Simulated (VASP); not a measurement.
The input files of a VASP run:

**INCAR**
```
SYSTEM  =  CaS
PREC  =  Accurate; ENCUT  =  300; LREAL  =  .FALSE.
LASPH  =  .TRUE.; ISYM  =  3
EDIFF  =  1E-6; NELM  =  100; ALGO  =  Normal
ISMEAR  =  -1; SIGMA  =  0.05
GGA  =  PE; LHFCALC  =  .TRUE.; AEXX  =  0.25
HFRCUT  =  -1; PRECFOCK  =  Fast
ISIF  =  2
LWAVE  =  .FALSE.; LCHARG  =  .FALSE.
```

### POSCAR
```
CaS
1
    0.0000000000     2.8061670000     2.8061670000
    2.8061670000     0.0000000000     2.8061670000
    2.8061670000     2.8061670000     0.0000000000
Ca S
1 1
Direct
  0.0000000000   0.0000000000   0.0000000000
  0.5000000000   0.5000000000   0.5000000000
```

KPOINTS:
```
Automatic
0
Gamma
  5 5 5
0 0 0
```

POTCAR, in this order: Ca_sv S (PBE.64 set). Program: vasp_std.

Task: Translate this PBE0 calculation to Quantum ESPRESSO's pw.x.

Result: One equivalent input (not run):
```
&CONTROL
  calculation = 'scf'
  pseudo_dir = './pseudo'
  outdir = './out'
  tprnfor = .true.
  tstress = .false.
/
&SYSTEM
  ibrav = 0
  nat = 2
  ntyp = 2
  ecutwfc = 68
  occupations = 'smearing'
  smearing = 'fermi-dirac'
  degauss = 0.003675
  input_dft = 'pbe0'
  nqx1 = 5
  nqx2 = 5
  nqx3 = 5
/
&ELECTRONS
  conv_thr = 7.3e-08
  electron_maxstep = 100
/
ATOMIC_SPECIES
  Ca 40.078 Ca.upf
  S 32.060 S.upf
CELL_PARAMETERS angstrom
     0.0000000    2.8061670    2.8061670
     2.8061670    0.0000000    2.8061670
     2.8061670    2.8061670    0.0000000
ATOMIC_POSITIONS crystal
  Ca   0.0000000  0.0000000  0.0000000
  S    0.5000000  0.5000000  0.5000000
K_POINTS automatic
  5 5 5 0 0 0
```
The two are equivalent in intent, not identical: the potentials are each code's own (VASP's PAW set, PseudoDojo norm-conserving files in pw.x), so ENCUT and ecutwfc are chosen apart and not converted; conv_thr bounds pw.x's estimated SCF error, while EDIFF bounds the energy change between steps; the singularity of exact exchange is treated differently by default.

The structure comes from a computed database's CaS entry; how it stands against other phases isn't given here. The cell was not relaxed at this level.
